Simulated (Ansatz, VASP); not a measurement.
# Cross-check of P between VASP and Ansatz

Aim: how closely do two programs agree when they are given the same cell, functional and k mesh? The cell is taken from a series of runs on this material, whose earlier steps may have relaxed, scaled, displaced or heated it; both programs get it as it stands.

Main program and level: Ansatz 0.2.0; plane waves, with VASP 6.6.1 beside it; relaxation of cell and atoms at PBEsol.

## (1) The structure

Symmetry: Cmce, No. 64, orthorhombic system. The conventional cell has a = 3.317 Å, b = 10.301 Å, c = 4.196 Å, α = 90.00°, β = 90.00°, γ = 90.00°. Nearest to P lie 3 P at 2.23 to 2.25 Å.

## (2) Ansatz: relaxation of cell and atoms, PBEsol, pair 1

Ansatz runs on its PAW soft_1 files.

The relaxed volume is the usual yardstick between codes: in a stiff, nearly cubic crystal its relative difference is about their pressure difference at one cell divided by the bulk modulus.

File input.yaml:

```yaml
crystal:
  lattice:
    - [1.658579929, -5.1507201342, 0.0]
    - [1.658579929, 5.1507201342, 0.0]
    - [0.0, 0.0, 4.195763694]
  atoms:
    - { symbol: P, position: [0.894812151, 0.105187849, 0.0728662243] }
    - { symbol: P, position: [0.605187849, 0.394812151, 0.5728662243] }
    - { symbol: P, position: [0.105187849, 0.894812151, 0.9271337757] }
    - { symbol: P, position: [0.394812151, 0.605187849, 0.4271337757] }
kpoints:
  mp_grid: { grid: [14, 14, 10] }
hamiltonian:
  xc: pbesol
  pseudopotentials: { kind: paw, azcp: { folder: soft_1 }, xc_functional: pbe }
scf:
  occupations: { method: gaussian, width: 0.1 }
  lower_state_search: "off"
output:
  forces: true
  stress: true
  eigenvalues: true
relax:
  adjacent_minimum: "off"
  f_tol: 0.005
  max_steps: 80
  cell: { stress_tol: 0.05 }
```

On the command line:

```bash
> ansatz run input.yaml --threads 4 --pin off --max-ram 16384MiB --backend cpu --events-out ev --progress --plain --runs-dir out
```

Numbers of over 12 decimals in the logs are rounded to 6 here.

The program printed:

```text
Engine: ansatz 0.2.0, aarch64-unknown-linux-gnu
Pseudopotentials: kind: paw
Pseudopotential: P, paw, valence charge 5, recommended cutoff 420 eV (normal), soft_1/P.paw.azcp
Functional definition: PBEsol
  exchange = pbesol_x
  correlation = pbesol_c
Crystal: 4 atoms, lattice volume = 71.688 Å³
Basis set: ecut = 420 eV, 1395 PW (Γ), exchange–correlation on 80×80×60 points (8 copies of the dense FFT grid, shifted against one another)
Bands: 14, of which v1, the nominal top of the filled ones, is band 10 counted from 1 (9 counted from 0)
Symmetry: 8 space group operations
Space group: Cmce (ITA 64), of the structure as read, at distance tolerance 4.2e-5 Å
k-points: 342 of 1960
Non-local potential: P, projectors of the file, l = 0: 2, l = 1: 2, l = 2: 1
PAW form: soft (Blöchl's): semilocal exchange-correlation on the pseudo side does not see the compensation charge
PAW frozen core: P, regenerated for the run's functional, and the local potential with it (the file was generated under x = pbe(κ = 0.804, μ = 0.219515), c = pbe(β = 0.066725))
PAW one-centre angular grid: P, 110 points (default); XC on 64 Gauss nodes
Initial density: superposition of atomic densities (chi_scale 0.1, normalization cell)
Initial wavefunctions: pseudopotential atomic-orbital guess
Functional: x = pbesol(κ = 0.804, μ = 0.123457), c = pbesol(β = 0.046)
SCF iter   1: F=—  HF=-2960.334573 eV  |F-HF|=—  |Δ(HF+E_count)|=         —  Δρ=3.86e-2  dr2=6.63e-1  ethr=3.10e-3  ⟨swp⟩=7.4  Hψ=36963  notcnv=0
preconditioner: auto → Kerker (q_TF=auto, 2.205 Å⁻¹)  [metal: Δε(μ)=0.054 eV  Ē_g=9.041 eV  σ=0.100 eV  W_gap=0.29  n_scr=12 (ndim 8)  ℏωp=19.6 eV  f_vac=0.000  D(μ)=0.10/eV (n_scr^D=0)]
SCF iter   2: F=—  HF=-2960.212377 eV  |F-HF|=—  |Δ(HF+E_count)|=   1.22e-1  Δρ=2.29e-2  dr2=2.48e-1  ethr=3.10e-3  ⟨swp⟩=1.1  Hψ=7578  notcnv=0
SCF iter   3: F=—  HF=-2960.143829 eV  |F-HF|=—  |Δ(HF+E_count)|=   6.85e-2  Δρ=1.81e-3  dr2=1.35e-3  ethr=1.24e-3  ⟨swp⟩=3.0  Hψ=8822  notcnv=0
SCF iter   4: F=—  HF=-2960.144391 eV  |F-HF|=—  |Δ(HF+E_count)|=   5.63e-4  Δρ=4.44e-4  dr2=1.60e-4  ethr=6.74e-6  ⟨swp⟩=2.1  Hψ=7833  notcnv=0
SCF iter   5: F=—  HF=-2960.144437 eV  |F-HF|=—  |Δ(HF+E_count)|=   4.59e-5  Δρ=7.09e-5  dr2=4.50e-6  ethr=7.99e-7  ⟨swp⟩=2.5  Hψ=8305  notcnv=0
SCF iter   6: F=—  HF=-2960.144444 eV  |F-HF|=—  |Δ(HF+E_count)|=   6.77e-6  Δρ=1.37e-5  dr2=1.87e-7  ethr=2.25e-8  ⟨swp⟩=2.7  Hψ=8375  notcnv=0
SCF iter   7: F=-2960.144444 eV  HF=-2960.144444 eV  |F-HF|=6.35e-10  |Δ(HF+E_count)|=   1.67e-8  Δρ=2.58e-6  dr2=4.83e-9  ethr=5.00e-10  ⟨swp⟩=8.0  Hψ=28203  notcnv=0
SCF 1 converged in 7 iterations: F = -2960.144444 eV  dr2 = 4.83e-9
  greatest PAW one-centre occupation: 0.805 electrons in one spin orbital (limit 2), on the P atom at site 2 (counted from 0), in its partial waves of l = 0
relax step   1: F+E_penalty+E_count = -2960.14444379 eV  Δ(F+E_penalty+E_count) = +0.000e0 eV  max|allowed force component| = 3.528e-3 eV/Å  Δτ_max = 0.0000 Å  P = +0.014 GPa  Ω = 71.688 Å³  (7 SCF iters, dr2 threshold 1.00e-7 eV, accepted)
[...]
relax step   2: F+E_penalty+E_count = -2960.14445602 eV  Δ(F+E_penalty+E_count) = -1.222e-5 eV  max|allowed force component| = 2.605e-3 eV/Å  Δτ_max = 0.0010 Å  P = +0.008 GPa  Ω = 71.656 Å³  energy of the carried Pulay correction = +1.962e-6 eV  (5 SCF iters, dr2 threshold 7.98e-9 eV, accepted)
[...]
relax step   3: F+E_penalty+E_count = -2960.14445402 eV  Δ(F+E_penalty+E_count) = +1.996e-6 eV  max|allowed force component| = 2.605e-3 eV/Å  Δτ_max = 0.0000 Å  P = +0.008 GPa  Ω = 71.656 Å³  stress off target by 1.79e-2 GPa  SCF on the basis re-selected at this cell (its energy is not comparable with the rows above)  (4 SCF iters)
basis re-selected at this cell: Δ(F+E_penalty+E_count) = +1.996e-6 eV, ΔP = -0.000 GPa vs the last step (what re-selecting the basis moved, of the pressure what is left beyond the Pulay correction that the steps carried, after the strain that the cell walked since its last selection, with what the two solves' SCF thresholds leave and, on support functions, any second-order correction that the steps lacked; it is no m [...]
SCF converged after 4 iterations
Free energy (F): -2960.144454 eV
Harris-Foulkes:  -2960.144454 eV  (|F-HF|=8.64e-12)
Internal energy: -2960.143773 eV  (E = F + TS)
E sigma→0 (E₀):  -2960.144113 eV
Entropy (-TS):   -0.000681 eV (-0.170 meV/atom)
Fermi energy:    8.236133 eV
--- Per-component energies (eV) ---
  E_band       = 29.711364
  E_kinetic    = 273.817219
  E_local      = -221.739536  (includes V_loc(G=0)·N_el)
  E_nonlocal   = 130.534702
  E_hartree    = 60.852667
  E_xc         = -288.348887
  E_vxc        = -243.922446  (∫ρ·V_xc dr)
  E_paw        = -2172.664121  (= ΣΔE_a)
  E_vpaw       = -30.683929  (= ΣTr[D̂ρ^β])
  E_aug_tail   = -0.000001  (compensation charges beyond the density's cutoff)
  E_ewald      = -742.780199
  E_core_change = 0.184385  (= ΣΔE_core)
  E_smearing   = -0.000681  (= −TS)
  E_closure    = -0.000000  (closes the sum)
  Σ components = -2960.144454   (vs F -2960.144454, Δ=0.00e0)
--- Forces (eV/Å), atoms counted from 1 ---
  atom   1  P      0.00000000    -0.00231780    -0.00260468
  atom   2  P      0.00000000     0.00231780    -0.00260468
  atom   3  P      0.00000000     0.00231780     0.00260468
  atom   4  P      0.00000000    -0.00231780     0.00260468
  max |Σ_I F_I| component: 0.00e0 eV/Å
--- Stress (GPa, compression-positive) ---
        0.004987       0.000000       0.000000
        0.000000       0.001990       0.000000
        0.000000       0.000000       0.017947
  P = ⅓ Tr σ = 0.0083 GPa (0.083 kbar)
--- Band table (eV; the first three rows and the last of 342) ---
  k-point 0: bands = [... 6 lower, 4.2082, 5.3542, 5.6586, 6.9140, 9.1856, 9.4101, 10.1252, 11.6363]
  k-point 1: bands = [... 6 lower, 4.2578, 5.6595, 6.0028, 6.5075, 9.2536, 9.8547, 10.0761, 11.4002]
  k-point 2: bands = [... 6 lower, 4.4023, 5.6479, 5.7399, 7.0033, 9.5022, 9.8677, 10.6901, 10.9238]
  k-point 341: bands = [... 6 lower, 5.7904, 5.7904, 6.9617, 6.9617, 9.5428, 9.5428, 10.9092, 10.9092]
--- Relaxed structure (2 steps of the walk, 2 accepted, 1 SCFs on fresh bases) ---
  F+E_penalty+E_count = -2960.14445402 eV   max|allowed force component| = 2.605e-3 eV/Å   (the final SCF, on the basis selected at the relaxed cell)
  cell:  # Å, volume = 71.6556 Å³
    - [1.658688, -5.145515, 0.0]
    - [1.658688, 5.145515, 0.0]
    - [0.0, 0.0, 4.197847]
  atoms:
    - { symbol: P, position: [0.894722, 0.105278, 0.072932] }
    - { symbol: P, position: [0.605278, 0.394722, 0.572932] }
    - { symbol: P, position: [0.105278, 0.894722, 0.927068] }
    - { symbol: P, position: [0.394722, 0.605278, 0.427068] }
```

The column dr2 measures how far the density is from self-consistency, as an energy; F and HF (Harris–Foulkes) agree once it is small.

## (3) VASP: relaxation of cell and atoms, PBEsol, pair 1

The same cell, functional, mesh and smearing now go to VASP, with its own data sets.

Lines of VASP's logs that name or quote its potential files are left out, and so is its time.

File INCAR:

```
SYSTEM = P
PREC = Accurate
ENCUT = 500
EDIFF = 1E-07
NELM = 120
ISMEAR = 0
SIGMA = 0.1
LREAL = .FALSE.
ALGO = Normal
GGA = PS
NBANDS = 16
LORBIT = 11
LWAVE = .FALSE.
LCHARG = .FALSE.
ISIF = 3
IBRION = 2
NSW = 80
EDIFFG = -0.005
LASPH = .TRUE.
GGA_COMPAT = .FALSE.
NELMIN = 4
KPAR = 2
```

File POSCAR:

```
P
1.0
    1.6585800000     -5.1507200000      0.0000000000
    1.6585800000      5.1507200000      0.0000000000
    0.0000000000      0.0000000000      4.1957640000
P
4
Direct
    0.8948121816      0.1051878184      0.0728661097
    0.6051878184      0.3948121816      0.5728661097
    0.1051878184      0.8948121816      0.9271336519
    0.3948121816      0.6051878184      0.4271336519
```

File KPOINTS:

```
Automatic mesh
0
Gamma
14 14 10
0 0 0
```

PAW data sets: P (PBE family, release 64).

On the command line:

```bash
> mpirun -np 2 vasp_std
```

The program printed:

```text
[banner, memory and clock lines left out]
running    2 mpi-ranks, on    1 nodes
 distrk:  each k-point on    1 cores,    2 groups
 distr:  one band on    1 cores,    1 groups

 POSCAR found type information on POSCAR P
 POSCAR found :  1 types and       4 ions
|                                                                             |
|               ----> ADVICE to this user running VASP <----                  |
|                                                                             |
|     You enforced a specific xc type in the INCAR file but a different       |
|     [... a line on the potential file left out ...]
|     I HOPE YOU KNOW WHAT YOU ARE DOING!                                     |
|                                                                             |

 LDA part: xc-table for (Slater+PW92), standard interpolation
 POSCAR, INCAR and KPOINTS ok, starting setup
 FFT: planning ... GRIDC
 FFT: planning ... GRID_SOFT
 FFT: planning ... GRID
 WAVECAR not read
 entering main loop
       N       E                     dE             d eps       ncg     rms          rms(c)
DAV:   1     0.539015261130E+02    0.53902E+02   -0.82967E+03 10944   0.104E+03
DAV:   2    -0.201011731551E+02   -0.74003E+02   -0.71538E+02 14904   0.158E+02
DAV:   3    -0.231977457369E+02   -0.30966E+01   -0.30829E+01 14960   0.346E+01
DAV:   4    -0.232272922236E+02   -0.29546E-01   -0.29539E-01 13712   0.405E+00
DAV:   5    -0.232277967225E+02   -0.50450E-03   -0.50447E-03 14984   0.489E-01    0.101E+01
DAV:   6    -0.231044274572E+02    0.12337E+00   -0.59809E-02 13280   0.142E+00    0.588E+00
DAV:   7    -0.230502976776E+02    0.54130E-01   -0.10144E-01 14096   0.185E+00    0.260E-01
DAV:   8    -0.230498787207E+02    0.41896E-03   -0.10821E-02 12768   0.667E-01    0.169E-01
DAV:   9    -0.230499004420E+02   -0.21721E-04   -0.43561E-04 14960   0.135E-01    0.759E-02
DAV:  10    -0.230498887987E+02    0.11643E-04   -0.74293E-05 13688   0.483E-02    0.300E-02
DAV:  11    -0.230498904886E+02   -0.16899E-05   -0.84434E-06 13872   0.207E-02    0.115E-02
DAV:  12    -0.230498906283E+02   -0.13970E-06   -0.41764E-07 13560   0.411E-03    0.273E-03
DAV:  13    -0.230498905781E+02    0.50176E-07   -0.92057E-08  7320   0.198E-03
   1 F= -.23049891E+02 E0= -.23049567E+02  d E =-.230499E+02
[...]
2 F= -.23049982E+02 E0= -.23049664E+02  d E =-.912788E-04
[...]
3 F= -.23050001E+02 E0= -.23049682E+02  d E =-.110697E-03
[...]
4 F= -.23050050E+02 E0= -.23049734E+02  d E =-.489127E-04
[...]
5 F= -.23050082E+02 E0= -.23049772E+02  d E =-.809646E-04
[...]
6 F= -.23050122E+02 E0= -.23049810E+02  d E =-.394301E-04
[...]
7 F= -.23050169E+02 E0= -.23049856E+02  d E =-.869516E-04
 curvature:  -2.76 expect dE=-0.182E-03 dE for cont linesearch -0.247E-08
 trial: gam= 1.00464 g(F)=  0.437E-04 g(S)=  0.222E-04 ort =-0.365E-06 (trialstep = 0.714E+00)
 search vector abs. value=  0.216E-03
 bond charge predicted
       N       E                     dE             d eps       ncg     rms          rms(c)
DAV:   1    -0.230502209980E+02   -0.51732E-04   -0.29999E-03 11912   0.276E-01    0.344E-02
DAV:   2    -0.230502065021E+02    0.14496E-04   -0.14844E-04 14928   0.774E-02    0.187E-02
DAV:   3    -0.230501972511E+02    0.92509E-05   -0.16896E-05 13624   0.229E-02    0.747E-03
DAV:   4    -0.230501961962E+02    0.10549E-05   -0.32535E-06 14464   0.995E-03    0.324E-03
DAV:   5    -0.230501958850E+02    0.31117E-06   -0.15984E-07  8224   0.268E-03    0.937E-04
DAV:   6    -0.230501958272E+02    0.57800E-07   -0.33333E-08  6232   0.125E-03
   8 F= -.23050196E+02 E0= -.23049881E+02  d E =-.266359E-04
 trial-energy change:   -0.000027  1 .order   -0.000026   -0.000047   -0.000006
 step:   0.8156(harm=  0.8156)  dis= 0.00062  next Energy=   -23.050196 (dE=-0.267E-04)
 reached required accuracy - stopping structural energy minimisation
```

OUTCAR, selected parts (step 3):

```text
ion  position               nearest neighbor table
   1  0.895  0.105  0.073-   4 2.23   4 2.23   3 2.25
   2  0.605  0.395  0.573-   3 2.23   3 2.23   4 2.25
   3  0.105  0.895  0.927-   2 2.23   2 2.23   1 2.25
   4  0.395  0.605  0.427-   1 2.23   1 2.23   2 2.25

  LATTYP: Found a base centered orthorhombic cell.
 ALAT       =     3.3171600000
 B/A-ratio  =     3.1054998854
 C/A-ratio  =     1.2648663314

 Subroutine GETGRP returns: Found  8 space group operations
 (whereof  4 operations were pure point group operations)

The static configuration has the point symmetry C_2h.
 The point group associated with its full space group is D_2h.

 Found    342 irreducible k-points:

   k-points           NKPTS =    342   k-points in BZ     NKDIM =    342   number of bands    NBANDS=     16

   dimension x,y,z NGX =    40 NGY =   40 NGZ =   32
   dimension x,y,z NGXF=    80 NGYF=   80 NGZF=   64

   ENCUT  =  500.0 eV  36.75 Ry    6.06 a.u.   9.87  9.87  7.65*2*pi/ulx,y,z

   NELECT =      20.0000    total number of electrons

 k-points in reciprocal lattice and weights: Automatic mesh
   0.00000000  0.00000000  0.00000000       0.001
   0.07142857  0.00000000  0.00000000       0.002
   0.14285714  0.00000000  0.00000000       0.002
   0.21428571  0.00000000  0.00000000       0.002
   0.28571429  0.00000000  0.00000000       0.002
   0.35714286  0.00000000  0.00000000       0.002
   0.42857143  0.00000000  0.00000000       0.002
   0.50000000  0.00000000  0.00000000       0.001
   0.07142857  0.07142857  0.00000000       0.001
[...]
-0.42857143  0.42857143  0.50000000       0.001
   0.50000000  0.50000000  0.50000000       0.001

 average (electrostatic) potential at core
       1 -82.2597       2 -82.2597       3 -82.2597       4 -82.2597

 E-fermi :   7.1091

 k-point     1 :       0.0000    0.0000    0.0000
  band No.  band energies     occupation
    ...
      6       2.7948      2.00000
      7       3.0875      2.00000
      8       4.2178      2.00000
      9       4.5467      2.00000
     10       5.7662      2.00000
     11       8.0276      0.00000
     12       8.2928      0.00000
     13       9.0235      0.00000
     14      10.4871      0.00000
     15      12.5854      0.00000
    ...

 k-point     2 :       0.0714    0.0000    0.0000
  band No.  band energies     occupation
    ...
      6       2.5387      2.00000
      7       2.7656      2.00000
      8       4.2460      2.00000
      9       4.3854      2.00000
     10       5.8609      2.00000
     11       8.0985      0.00000
     12       8.7496      0.00000
     13       9.5307      0.00000
     14      10.1408      0.00000
     15      12.1996      0.00000
    ...

 k-point     3 :       0.1429    0.0000    0.0000
  band No.  band energies     occupation
    ...
      6       2.1653      2.00000
      7       2.2389      2.00000
      8       4.1947      2.00000
      9       4.3264      2.00000
     10       6.0019      2.00000
     11       8.2903      0.00000
     12       9.3729      0.00000
     13       9.9072      0.00000
     14      10.5543      0.00000
     15      11.3535      0.00000
    ...

  Total        0.0043425      0.0006878      0.0021204      0.0000000      0.0000000      0.0000000
  in kB        0.0966759      0.0153115      0.0472055      0.0000000      0.0000000      0.0000000
  external PRESSURE =       0.0530643 kB  Pullay stress =       0.0000000 kB

  energy-cutoff  :      500.00
  volume of cell :       71.97
      direct lattice vectors                 reciprocal lattice vectors
     1.656824913 -5.152197735 -0.000000000     0.301782039 -0.097045965  0.000000000
     1.656824913  5.152197735  0.000000000     0.301782039  0.097045965 -0.000000000
     0.000000000  0.000000000  4.215363264     0.000000000 -0.000000000  0.237227479

 POSITION                                       TOTAL-FORCE (eV/Angst)
 -----------------------------------------------------------------------------------
      1.65682     -4.07130      0.31134         0.000000     -0.002804     -0.001590
      1.65682     -1.08090      2.41902         0.000000      0.002804     -0.001590
      1.65682      4.07130      3.90403         0.000000      0.002804      0.001590
      1.65682      1.08090      1.79635         0.000000     -0.002804      0.001590
 -----------------------------------------------------------------------------------
    total drift:                               -0.000000     -0.000000      0.000225

  FREE ENERGIE OF THE ION-ELECTRON SYSTEM (eV)
  ---------------------------------------------------
  free  energy   TOTEN  =       -23.0501958272 eV

  energy  without entropy=      -23.0495652797  energy(sigma->0) =      -23.04988055

 reached required accuracy - stopping structural energy minimisation

 total charge
# of ion       s       p       d       tot
------------------------------------------
    1        1.081   1.365   0.000   2.446
    2        1.081   1.365   0.000   2.446
    3        1.081   1.365   0.000   2.446
    4        1.081   1.365   0.000   2.446
--------------------------------------------------
tot          4.324   5.459   0.000   9.784

[... 3 further parts left out ...]
```

CONTCAR:

```
P
   1.00000000000000
     1.6568249131135089   -5.1521977348230550   -0.0000000000000000
     1.6568249131135089    5.1521977348230550    0.0000000000000000
     0.0000000000000000    0.0000000000000000    4.2153632636797695
  P
     4
Direct
     0.8951030185496971    0.1048969814503029    0.0738573046362393
     0.6048969814503029    0.3951030185496971    0.5738573046362395
     0.1048969814503029    0.8951030185496971    0.9261424569637621
     0.3951030185496971    0.6048969814503029    0.4261424569637622
```

## (4) Comparison

Known differences besides the potentials themselves: the cutoff is 420 eV in Ansatz and 500 eV in VASP; Ansatz makes its cores anew for this functional, VASP keeps those of its PBE data sets; Ansatz adds a Pulay correction to the stress that steers its cell, VASP none. Total energies have different zeros and are not compared.

Compared:

| quantity | Ansatz | VASP | difference |
| --- | --- | --- | --- |
| volume (Å³) | 71.66 | 71.97 | -0.43 % |
| edge a after relaxation, in the typed setting (Å) | 5.406 | 5.412 | -0.11 % |
| edge c after relaxation, in the typed setting (Å) | 4.198 | 4.215 | -0.42 % |

[end of part 1 of 2]

[Lines on the potential files, build, host, timing and source positions are cut from VASP's logs without a mark.]

[Logs are printed without paths, hosts, clocks, repeated set-up lines and the standing remarks that a program may print on its own settings, such as how far it seeks lower states.]

[Hosts, paths, dates, database ids (printed as entryN), source tags and the programs' standing remarks are cut or masked in the printed files.]
